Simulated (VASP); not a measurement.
Data:

```yaml
crystal:
  lattice:
    - [0.00000, 2.83244, 2.83244]
    - [2.83244, 0.00000, 2.83244]
    - [2.83244, 2.83244, 0.00000]
  atoms:
    - { symbol: Zn, position: [0.00000, 0.00000, 0.00000] }
    - { symbol: Se, position: [0.75000, 0.75000, 0.75000] }
```

Calculation: PBE GGA, VASP's PBE PAW potentials (set 64) (plane waves; VASP). Run with 300 eV cut-off, 5×5×5 Γ-centred mesh, Gaussian smearing of 0.010 eV, potentials Zn Se.

At this cut-off the stress carries a Pulay error, which pulls relaxed volumes low.

Estimate the energy per atom (σ→0), pressure, band gap (on the k-mesh) with the smallest direct gap where there is one.

```
Item                                         Result
-----------------------------------  --------------
band gap (on the k-mesh)                    1.29 eV
smallest direct gap (on the k-mesh)         1.29 eV
energy per atom (σ→0)                -3.000 eV/atom
pressure                                   2.45 GPa
```

The absolute energy has meaning only against runs of the same code, potentials and settings.

The structure comes from a computed database's ZnSe entry; how it stands against other phases isn't given here. The cell was not relaxed at this level.
